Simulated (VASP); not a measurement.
Level of theory: r2SCAN meta-GGA, VASP's PBE PAW potentials (set 64) (plane waves; VASP 6.6.1).

VASP input:

### KPOINTS_OPT
```
k-points along high-symmetry lines
10
Line-mode
Reciprocal
  0.000000   0.000000   0.000000 ! GAMMA
  0.000000   0.500000   0.000000 ! X

  0.000000   0.500000   0.000000 ! X
  0.500000   0.500000   0.000000 ! M

  0.500000   0.500000   0.000000 ! M
  0.000000   0.000000   0.000000 ! GAMMA

  0.000000   0.000000   0.000000 ! GAMMA
  0.500000   0.500000   0.500000 ! R

  0.500000   0.500000   0.500000 ! R
  0.000000   0.500000   0.000000 ! X

  0.500000   0.500000   0.500000 ! R
  0.500000   0.500000   0.000000 ! M
```

### POSCAR
```
Zr
1
    2.8985445480     0.0000000000     0.0000000000
    0.0000000000     2.8985445480    -0.0000000000
    0.0000000000    -0.0000000000     2.8985445480
Zr
1
Direct
  0.0000000000   0.0000000000   0.0000000000
```

**INCAR**
```
! general
SYSTEM   =  Zr
PREC     =  Accurate
ENCUT    =  400   ! plane-wave cut-off (eV)
LREAL    =  .FALSE.   ! projection in real space or not
LASPH    =  .TRUE.

! electronic loop
EDIFF    =  1E-7   ! SCF stop (eV)
NELM     =  100
ALGO     =  Normal   ! blocked Davidson
LMAXMIX  =  4
LMIXTAU  =  .TRUE.

! smearing
ISMEAR   =  -5

! functional
METAGGA  =  R2SCAN

! ions
ISIF     =  2   ! forces and stress, cell fixed

! output
LWAVE    =  .FALSE.
LCHARG   =  .FALSE.
LORBIT   =  11   ! lm-projected
NEDOS    =  601   ! DOS grid
```

KPOINTS:
```
Automatic mesh
0
Gamma
14 14 14
0 0 0
```

POTCAR, in this order: Zr_sv (PBE.64 set). Program: vasp_std.

For a metal the tetrahedron method with Blöchl corrections gives inexact stress and forces.

Question: Estimate the energy per atom (σ→0), band gap (over mesh and band path).

Answer: 
```json
{
 "energy per atom (σ→0)": "-21789 meV/atom",
 "band gap (over mesh and band path)": "none (metal, semimetal or under 0.01 eV)"
}
```

File OSZICAR:
```
...
DAV:  17    -0.217887091958E+02   -0.41214E-05   -0.12465E-06  2434   0.127E-02    0.110E-02
DAV:  18    -0.217887097927E+02   -0.59695E-06   -0.32752E-06  2958   0.207E-02    0.307E-03
DAV:  19    -0.217887096204E+02    0.17237E-06   -0.30464E-07  2670   0.607E-03    0.191E-03
DAV:  20    -0.217887093211E+02    0.29930E-06   -0.52269E-08  1202   0.295E-03    0.100E-03
DAV:  21    -0.217887089269E+02    0.39421E-06   -0.72187E-08  1212   0.303E-03    0.479E-04
DAV:  22    -0.217887089403E+02   -0.13467E-07   -0.12743E-08  1200   0.139E-03
   1 F= -.21788709E+02 E0= -.21788709E+02  d E =0.000000E+00
       N       E                     dE             ncg
```

The structure was generated: Zr was put into the simple-cubic type (Pm-3m), which need not be its known phase. It was relaxed first, which changed the volume by -6 %.
